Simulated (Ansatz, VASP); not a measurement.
# CuRu4: VASP beside Ansatz

```
CELL_PARAMETERS angstrom
-2.72161 2.72161 2.72161
2.72161 -2.72161 2.72161
2.72161 2.72161 -2.72161
ATOMIC_POSITIONS crystal
Cu 0.00000 0.00000 0.00000
Ru 0.00000 0.00000 0.50000
Ru 0.50000 0.00000 0.00000
Ru 0.00000 0.50000 0.00000
Ru 0.50000 0.50000 0.50000
```

Change from the starting cell: species swapped into the Hg4Pt type (Im-3m, No. 229).

Alike in both runs: task relaxation of cell and atoms; functional PBE; k mesh 10 × 10 × 10; occupations gaussian, width 0.1 eV; no spin polarisation.

|  | VASP | Ansatz |
| --- | --- | --- |
| version | VASP 6.6.1 | Ansatz 0.2.0 |
| potentials or method | VASP PAW PBE potentials, release 64 (Cu, Ru_pv) | scalar-relativistic, plane waves, PAW |
| plane-wave cutoff (eV) | 600 | 420 |
| valence electrons in the cell | 67 | 83 |

VASP gave:

| Property | Result |
| --- | --- |
| gap on the k mesh at the Fermi level, each at its own relaxed structure (eV) | none |
| relaxed volume (Å³/atom) | 16.14 |
| relaxed cell length with the largest relative difference (Å) | 4.715 |

Q: Estimate Ansatz's values.

A: gap on the k mesh at the Fermi level, each at its own relaxed structure (eV): none; relaxed volume (Å³/atom): 16.15; relaxed cell length with the largest relative difference (Å): 4.716.

A gap of «none» marks a metal or a gap that the smearing closes. The two sets of potentials don't hold the same shells in valence.
